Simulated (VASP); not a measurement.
OSZICAR of a VASP run on Lu (hcp):

OSZICAR:
```
       N       E                     dE             d eps       ncg     rms          rms(c)
DAV:   1     0.471508138857E+02    0.47151E+02   -0.88146E+03  3486   0.153E+03
DAV:   2    -0.638055048920E+01   -0.53531E+02   -0.52068E+02  3327   0.744E+02
DAV:   3    -0.876143255273E+01   -0.23809E+01   -0.22695E+01  3571   0.695E+01
DAV:   4    -0.884232653776E+01   -0.80894E-01   -0.79368E-01  3548   0.911E+00
DAV:   5    -0.884501333675E+01   -0.26868E-02   -0.26728E-02  3490   0.201E+00    0.269E+01
DAV:   6    -0.884400694725E+01    0.10064E-02   -0.28680E-02  3314   0.414E+00    0.160E+01
DAV:   7    -0.885670454735E+01   -0.12698E-01   -0.53754E-02  3202   0.546E+00    0.396E-01
DAV:   8    -0.885660521436E+01    0.99333E-04   -0.35464E-03  3262   0.799E-01    0.115E-01
DAV:   9    -0.885660967082E+01   -0.44565E-05   -0.17993E-04  3341   0.216E-01    0.267E-02
DAV:  10    -0.885660565036E+01    0.40205E-05   -0.18159E-05  3346   0.663E-02    0.285E-02
DAV:  11    -0.885660601674E+01   -0.36638E-06   -0.11216E-06  3284   0.155E-02    0.252E-03
DAV:  12    -0.885660619301E+01   -0.17627E-06   -0.51660E-08  1828   0.569E-03    0.144E-03
DAV:  13    -0.885660618185E+01    0.11162E-07   -0.19268E-08  1733   0.847E-03
   1 F= -.96120994E+01 E0= -.96115743E+01  d E =-.961210E+01
       N       E                     dE             d eps       ncg     rms          rms(c)
DAV:   1    -0.885680763923E+01   -0.20145E-03   -0.70094E-03  3104   0.122E+00    0.638E-02
DAV:   2    -0.885671291456E+01    0.94725E-04   -0.21290E-04  3339   0.211E-01    0.365E-02
DAV:   3    -0.885666495623E+01    0.47958E-04   -0.52421E-05  3782   0.954E-02    0.203E-02
DAV:   4    -0.885666476249E+01    0.19374E-06   -0.65246E-06  3388   0.237E-02    0.786E-03
DAV:   5    -0.885666472217E+01    0.40323E-07   -0.10453E-07  1690   0.871E-03
   2 F= -.96121643E+01 E0= -.96116214E+01  d E =-.648746E-04
```

### Question
Which electronic solver shows in the log?

### Answer
It is blocked Davidson (ALGO = Normal, or the opening steps of other solvers). The INCAR had ALGO = Normal.

### Question
Can the final energy be trusted as converged?

### Answer
The run converged. It stopped with EDIFF = 1E-7, NELM = 100, NSW = 30 and EDIFFG = -0.01 after 2 ionic steps (PBE GGA with D3 dispersion (Becke-Johnson damping), plane waves, VASP's PBE PAW potentials (set 64)).

The compound is Lu in the hcp structure. This cell is one point of a volume scan, at 0.97 of the reference volume. Symmetry was kept, so distortions that lower it aren't found.
